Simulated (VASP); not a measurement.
Here is the system:

```yaml
crystal:
  lattice:
    - [0.00000, 2.32058, 2.32058]
    - [2.32058, 0.00000, 2.32058]
    - [2.32058, 2.32058, 0.00000]
  atoms:
    - { symbol: Li, position: [0.25000, 0.25000, 0.25000] }
    - { symbol: Li, position: [0.75000, 0.75000, 0.75000] }
    - { symbol: O, position: [0.00000, 0.00000, 0.00000] }
```

The numbers are results of PBE GGA with D3 dispersion (zero damping), VASP's PBE PAW potentials (set 64) (plane waves; VASP 6.6.1), not measurements. Numerical set-up: 520 eV cut-off, 8×8×8 Γ-centred mesh, Gaussian smearing of 0.050 eV, potentials Li_sv O.

Task: Predict the energy per atom (σ→0), pressure, band gap (on the k-mesh) with the smallest direct gap where there is one.

Result: 
| Quantity | Value |
|---|---|
| band gap (on the k-mesh) | 4.94 eV |
| smallest direct gap (on the k-mesh) | 5.17 eV |
| energy per atom (σ→0) | -4.970 eV/atom |
| pressure | -4.92 GPa |

The absolute energy has meaning only against runs of the same code, potentials and settings.

The compound is Li2O in the antifluorite structure. This cell is one point of a volume scan, at 1.06 of the reference volume.
